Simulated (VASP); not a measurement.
All values below come from PBE GGA, VASP's PBE PAW potentials (set 64) (plane waves; VASP).

The input files of a VASP run:

### POSCAR
```
Ge2Os
1
    0.0000000000     3.0825070000     3.0825070000
    3.0825070000     0.0000000000     3.0825070000
    3.0825070000     3.0825070000     0.0000000000
Os Ge
1 2
Direct
  0.0000000000   0.0000000000   0.0000000000
  0.2500000000   0.2500000000   0.2500000000
  0.7500000000   0.7500000000   0.7500000000
```

**INCAR**
```
SYSTEM  =  Ge2Os
PREC  =  Accurate; ENCUT  =  400; LREAL  =  .False.
LASPH  =  .True.
EDIFF  =  1E-6; NELM  =  100; ALGO  =  Normal
LMAXMIX  =  6
ISMEAR  =  1; SIGMA  =  0.1
GGA  =  PE
ISIF  =  2
LWAVE  =  .False.; LCHARG  =  .False.
```

**KPOINTS**
```
Automatic mesh
0
Gamma
4 4 4
0 0 0
```

POTCAR, in this order: Os Ge_d (PBE.64 set). Program: vasp_std.

The resulting files:

**OSZICAR**
```
       N       E                     dE             d eps       ncg     rms          rms(c)
DAV:   1     0.253172325947E+03    0.25317E+03   -0.16142E+04   410   0.357E+03
DAV:   2     0.197551134269E+02   -0.23342E+03   -0.22897E+03   358   0.673E+02
DAV:   3    -0.182737832832E+02   -0.38029E+02   -0.37345E+02   412   0.178E+02
DAV:   4    -0.197219400503E+02   -0.14482E+01   -0.14428E+01   424   0.399E+01
DAV:   5    -0.197542309814E+02   -0.32291E-01   -0.32282E-01   424   0.618E+00    0.103E+01
DAV:   6    -0.195709426263E+02    0.18329E+00   -0.21331E+00   460   0.763E+00    0.380E+00
DAV:   7    -0.193967449583E+02    0.17420E+00   -0.95938E-01   468   0.732E+00    0.406E+00
DAV:   8    -0.193440326238E+02    0.52712E-01   -0.14962E-01   404   0.250E+00    0.209E-01
DAV:   9    -0.193437550682E+02    0.27756E-03   -0.15291E-02   436   0.178E+00    0.176E-01
DAV:  10    -0.193439671292E+02   -0.21206E-03   -0.75045E-04   428   0.303E-01    0.563E-02
DAV:  11    -0.193440328177E+02   -0.65689E-04   -0.17929E-04   382   0.939E-02    0.203E-02
DAV:  12    -0.193440393570E+02   -0.65394E-05   -0.25374E-05   486   0.612E-02    0.101E-02
DAV:  13    -0.193440415484E+02   -0.21913E-05   -0.11580E-05   370   0.376E-02    0.117E-02
DAV:  14    -0.193440415799E+02   -0.31554E-07   -0.40606E-07   290   0.645E-03
   1 F= -.19344042E+02 E0= -.19341669E+02  d E =-.711743E-02
```

File OUTCAR:
```
------------------------ aborting loop because EDIFF is reached ----------------------------------------
  FORCE on cell =-STRESS in cart. coord.  units (eV):
  Direction    XX          YY          ZZ          XY          YZ          ZX
  --------------------------------------------------------------------------------------
  Total       -3.5159740     -3.5159740     -3.5159740      0.0000000     -0.0000000      0.0000000
  in kB      -96.1643326    -96.1643326    -96.1643326      0.0000000     -0.0000000      0.0000000
  external PRESSURE =     -96.1643326 kB  Pullay stress =       0.0000000 kB
  volume of cell :       58.58
      direct lattice vectors                 reciprocal lattice vectors
     0.000000000  3.082507000  3.082507000    -0.162205633  0.162205633  0.162205633
     3.082507000  0.000000000  3.082507000     0.162205633 -0.162205633  0.162205633
     3.082507000  3.082507000  0.000000000     0.162205633  0.162205633 -0.162205633
 POSITION                                       TOTAL-FORCE (eV/Angst)
 -----------------------------------------------------------------------------------
      0.00000      0.00000      0.00000        -0.000000     -0.000000     -0.000000
      1.54125      1.54125      1.54125         0.000000      0.000000     -0.000000
      4.62376      4.62376      4.62376        -0.000000      0.000000      0.000000
 -----------------------------------------------------------------------------------
    total drift:                                0.000000      0.000000      0.000000
  FREE ENERGIE OF THE ION-ELECTRON SYSTEM (eV)
  ---------------------------------------------------
  free  energy   TOTEN  =       -19.3440415799 eV

  energy  without entropy=      -19.3369241452  energy(sigma->0) =      -19.34166910
```
(Selected blocks of OUTCAR.)

File OUTCAR:
```
 val. band max:        5.4430528153   @ k =   0.2500   0.2500   0.0000

 cond. band min:       5.5374256348   @ k =   0.5000   0.2500   0.0000


 Fermi energy:         5.5130954794

 k-point     1 :       0.0000    0.0000    0.0000
  band No.  band energies     occupation
      1     -18.8027      2.00000
      2     -18.8027      2.00000
      3     -18.7758      2.00000
      4     -18.7758      2.00000
      5     -18.7758      2.00000
      6     -18.7354      2.00000
      7     -18.7354      2.00000
      8     -18.7354      2.00000
      9     -18.6928      2.00000
     10     -18.6928      2.00000
     11      -6.0573      2.00000
     12       1.5270      2.00000
     13       1.5589      2.00000
     14       1.5589      2.00000
     15       1.5589      2.00000
     16       4.2859      2.00000
     17       4.2859      2.00000
     18       9.1938      0.00000
     19       9.1938      0.00000
     20       9.1938      0.00000
     21      10.5568      0.00000
     22      10.5568      0.00000

 k-point     2 :       0.2500    0.0000    0.0000
  band No.  band energies     occupation
      1     -18.7865      2.00000
      2     -18.7865      2.00000
      3     -18.7735      2.00000
      4     -18.7698      2.00000
      5     -18.7698      2.00000
      6     -18.7411      2.00000
      7     -18.7411      2.00000
      8     -18.7397      2.00000
      9     -18.7090      2.00000
     10     -18.7090      2.00000
     11      -5.3286      2.00000
     12      -1.0865      2.00000
     13       1.9122      2.00000
     14       1.9122      2.00000
     15       4.0653      2.00000
     16       4.0653      2.00000
     17       4.6711      2.00000
     18       5.4008      2.06724
     19       7.4739     -0.00000
     20       7.4739     -0.00000
     21       8.7999      0.00000
     22      10.3853      0.00000

 k-point     3 :       0.5000    0.0000    0.0000
  band No.  band energies     occupation
      1     -18.7612      2.00000
...
```

Unless said otherwise, spin-orbit coupling is left out, though it shifts the bands of the heavy elements here.

The structure was generated: Ge2Os was put into the fluorite type (Fm-3m), which need not be its known phase. The cell was not relaxed at this level. The k-mesh is coarse (spacing up to 0.44 per Å, 2π included), so the numbers may not be converged in it. The run is one of a series of settings (KPOINTS 4×4×4 Γ-centred mesh against the base run), some of them coarse on purpose.
